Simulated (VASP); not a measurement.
Calculation: LDA (Ceperley-Alder, Perdew-Zunger), VASP's LDA PAW potentials (set 64) (plane waves; VASP 6.6.1).

VASP ran on this input.

KPOINTS:
```
Automatic mesh
0
Gamma
7 7 7
0 0 0
```

INCAR:
```
ALGO  =  Normal
EDIFF  =  1E-6
EDIFFG  =  -0.01
ENCUT  =  400
IBRION  =  2
ISIF  =  3
ISMEAR  =  0
LASPH  =  .True.
LCHARG  =  .False.
LMAXMIX  =  4
LREAL  =  .False.
LWAVE  =  .False.
NELM  =  100
NSW  =  60
PREC  =  Accurate
SIGMA  =  0.05
SYSTEM  =  InAs
```

File POSCAR:
```
InAs
1
    0.0000000000     3.0300000000     3.0300000000
    3.0300000000     0.0000000000     3.0300000000
    3.0300000000     3.0300000000     0.0000000000
In As
1 1
Direct
  0.0000000000   0.0000000000   0.0000000000
  0.2500000000   0.2500000000   0.2500000000
```

POTCAR, in this order: In_d As (LDA.64 set). Program: vasp_std.

The run wrote:

OUTCAR:
```
 ion  position               nearest neighbor table
   1  0.000  0.000  0.000-   2 2.62   2 2.62   2 2.62   2 2.62
   2  0.250  0.250  0.250-   1 2.62   1 2.62   1 2.62   1 2.62
  LATTYP: Found a face centered cubic cell.
 ALAT       =     6.0600000000
 Subroutine PRICEL returns:
 Original cell was already a primitive cell.
 Subroutine GETGRP returns: Found 24 space group operations
The static configuration has the point symmetry T_d .
The dynamic configuration has the point symmetry T_d .
 Subroutine INISYM returns: Found 24 space group operations
 Subroutine IBZKPT returns following result:
 Found     20 irreducible k-points:

 Following reciprocal coordinates:
            Coordinates               Weight
  0.000000  0.000000  0.000000      1.000000
  0.142857  0.000000  0.000000      8.000000
  0.285714  0.000000  0.000000      8.000000
  0.428571  0.000000  0.000000      8.000000
  0.142857  0.142857  0.000000      6.000000
  0.285714  0.142857  0.000000     24.000000
  0.428571  0.142857  0.000000     24.000000
 -0.428571  0.142857  0.000000     24.000000
 -0.285714  0.142857  0.000000     24.000000
 -0.142857  0.142857  0.000000     12.000000
  0.285714  0.285714  0.000000      6.000000
  0.428571  0.285714  0.000000     24.000000
 -0.428571  0.285714  0.000000     24.000000
 -0.285714  0.285714  0.000000     12.000000
  0.428571  0.428571  0.000000      6.000000
 -0.428571  0.428571  0.000000     12.000000
  0.428571  0.285714  0.142857     24.000000
 -0.428571  0.285714  0.142857     48.000000
 -0.428571  0.428571  0.142857     24.000000
 -0.285714  0.428571  0.142857     24.000000
   k-points           NKPTS =     20   k-points in BZ     NKDIM =     20   number of bands    NBANDS=     13
   number of dos      NEDOS =    301   number of ions     NIONS =      2
   total plane-waves  NPLWV =  21952
   dimension x,y,z NGX =    28 NGY =   28 NGZ =   28
   dimension x,y,z NGXF=    56 NGYF=   56 NGZF=   56
   ions per type =               1   1
   PREC   = accura    normal or accurate (medium, high low for compatibility)
   ISTART =      0    job   : 0-new  1-cont  2-samecut
   ICHARG =      2    charge: 1-file 2-atom 10-const
   ISPIN  =      1    spin polarized calculation?
   LNONCOLLINEAR =      F non collinear calculations
   LSORBIT =      F    spin-orbit coupling
   INIWAV =      1    electr: 0-lowe 1-rand  2-diag
   ENCUT  =  400.0 eV  29.40 Ry    5.42 a.u.   6.99  6.99  6.99*2*pi/ulx,y,z
   NELM   =    100;   NELMIN=  2; NELMDL= -5     # of ELM steps
   EDIFF  = 0.1E-05   stopping-criterion for ELM
   LREAL  =      F    real-space projection
   NLSPLINE    = F    spline interpolate recip. space projectors
   LMAXMIX     =    4 max onsite mixed and CHGCAR
   VOSKOWN=      0    Vosko Wilk Nusair interpolation
   EDIFFG = -.1E-01   stopping-criterion for IOM
   NSW    =     60    number of steps for IOM
   NBLOCK =      1;   KBLOCK =     60    inner block; outer block
   IBRION =      2    ionic relax: 0-MD 1-quasi-New 2-CG
   NFREE  =      1    steps in history (QN), initial steepest desc. (CG)
   ISIF   =      3    stress and relaxation
   ISYM   =      2    0-nonsym 1-usesym 2-fastsym
   TEIN   =    0.0    initial temperature
   TEBEG  =    0.0;   TEEND  =   0.0 temperature during run
   SMASS  =  -3.00    Nose mass-parameter (am)
   PSTRESS=    0.0 pullay stress
   NELECT =      18.0000    total number of electrons
   EFERMI =   0.00;   METHOD = LEGACY
   ISMEAR =     0;   SIGMA  =   0.05  broadening in eV -4-tet -1-fermi 0-gaus
   IALGO  =     38    algorithm
   LDIAG  =      T    sub-space diagonalisation (order eigenvalues)
   IMIX   =      4    mixing-type and parameters
     AMIX     =   0.40;   BMIX     =  1.00
     AMIX_MAG =   1.60;   BMIX_MAG =  1.00
...
```

### OSZICAR
```
       N       E                     dE             d eps       ncg     rms          rms(c)
DAV:   1     0.108572678976E+03    0.10857E+03   -0.73541E+03   520   0.124E+03
DAV:   2    -0.148311687870E+01   -0.11006E+03   -0.10722E+03   535   0.298E+02
DAV:   3    -0.913822424171E+01   -0.76551E+01   -0.76078E+01   685   0.880E+01
DAV:   4    -0.932302624078E+01   -0.18480E+00   -0.18473E+00   574   0.159E+01
DAV:   5    -0.933173990269E+01   -0.87137E-02   -0.87133E-02   779   0.299E+00    0.460E+00
DAV:   6    -0.906096145816E+01    0.27078E+00   -0.44052E-01   783   0.126E+01    0.258E+00
DAV:   7    -0.902276430507E+01    0.38197E-01   -0.13032E-01   709   0.354E+00    0.673E-01
DAV:   8    -0.901929245108E+01    0.34719E-02   -0.12045E-02   644   0.159E+00    0.227E-01
DAV:   9    -0.901915833560E+01    0.13412E-03   -0.88987E-04   635   0.361E-01    0.130E-01
DAV:  10    -0.901918508559E+01   -0.26750E-04   -0.11287E-04   820   0.170E-01    0.770E-02
DAV:  11    -0.901919078897E+01   -0.57034E-05   -0.48137E-05   761   0.144E-01    0.803E-02
DAV:  12    -0.901918642876E+01    0.43602E-05   -0.94021E-06   658   0.432E-02    0.106E-02
DAV:  13    -0.901918644186E+01   -0.13099E-07   -0.10030E-06   377   0.683E-03
   1 F= -.90191864E+01 E0= -.90190740E+01  d E =-.901919E+01
       N       E                     dE             d eps       ncg     rms          rms(c)
DAV:   1    -0.909513427825E+01   -0.75948E-01   -0.18293E+00   665   0.291E+01    0.182E+00
DAV:   2    -0.903085021987E+01    0.64284E-01   -0.14471E-01   645   0.102E+01    0.594E-01
DAV:   3    -0.902103547127E+01    0.98147E-02   -0.29464E-02   690   0.400E+00    0.386E-01
DAV:   4    -0.902091801229E+01    0.11746E-03   -0.11820E-03   530   0.346E-01    0.273E-01
DAV:   5    -0.902069081789E+01    0.22719E-03   -0.16759E-04   674   0.151E-01    0.974E-02
DAV:   6    -0.902067441064E+01    0.16407E-04   -0.46073E-05   762   0.914E-02    0.171E-02
DAV:   7    -0.902067405514E+01    0.35550E-06   -0.48620E-06   610   0.406E-02
   2 F= -.90206741E+01 E0= -.90205616E+01  d E =-.148761E-02
       N       E                     dE             d eps       ncg     rms          rms(c)
DAV:   1    -0.902960373128E+01   -0.89293E-02   -0.21440E-01   665   0.103E+01    0.591E-01
DAV:   2    -0.902241333015E+01    0.71904E-02   -0.15524E-02   645   0.318E+00    0.205E-01
DAV:   3    -0.902123980037E+01    0.11735E-02   -0.36851E-03   695   0.141E+00    0.125E-01
DAV:   4    -0.902123181950E+01    0.79809E-05   -0.14604E-04   535   0.127E-01    0.925E-02
DAV:   5    -0.902120359787E+01    0.28222E-04   -0.18034E-05   631   0.456E-02    0.379E-02
DAV:   6    -0.902120060905E+01    0.29888E-05   -0.65946E-06   767   0.312E-02    0.568E-03
DAV:   7    -0.902120050514E+01    0.10391E-06   -0.64170E-07   290   0.168E-02
   3 F= -.90212005E+01 E0= -.90210881E+01  d E =-.201406E-02
```

File OUTCAR:
```
------------------------ aborting loop because EDIFF is reached ----------------------------------------
  FORCE on cell =-STRESS in cart. coord.  units (eV):
  Direction    XX          YY          ZZ          XY          YZ          ZX
  --------------------------------------------------------------------------------------
  Total        0.0038770      0.0038770      0.0038770      0.0000000      0.0000000      0.0000000
  in kB        0.1132096      0.1132096      0.1132096      0.0000000      0.0000000      0.0000000
  external PRESSURE =       0.1132096 kB  Pullay stress =       0.0000000 kB
  volume of cell :       54.87
      direct lattice vectors                 reciprocal lattice vectors
     0.000000000  3.015985466  3.015985466    -0.165783292  0.165783292  0.165783292
     3.015985466  0.000000000  3.015985466     0.165783292 -0.165783292  0.165783292
     3.015985466  3.015985466  0.000000000     0.165783292  0.165783292 -0.165783292
  FREE ENERGIE OF THE ION-ELECTRON SYSTEM (eV)
  ---------------------------------------------------
  free  energy   TOTEN  =        -9.0212005051 eV

  energy  without entropy=       -9.0209756329  energy(sigma->0) =       -9.02108807

 reached required accuracy - stopping structural energy minimisation
```
(Selected blocks of OUTCAR.)

### CONTCAR
```
InAs
   1.00000000000000
     0.0000000000000000    3.0159854664931696    3.0159854664931696
     3.0159854664931696    0.0000000000000000    3.0159854664931696
     3.0159854664931696    3.0159854664931696    0.0000000000000000
  In              As
     1     1
Direct
     0.0000000000000000    0.0000000000000000    0.0000000000000000
     0.2500000000000000    0.2500000000000000    0.2500000000000000
```

The compound is InAs in the zinc blende structure. This run relaxes it. Symmetry was kept, so distortions that lower it aren't found.
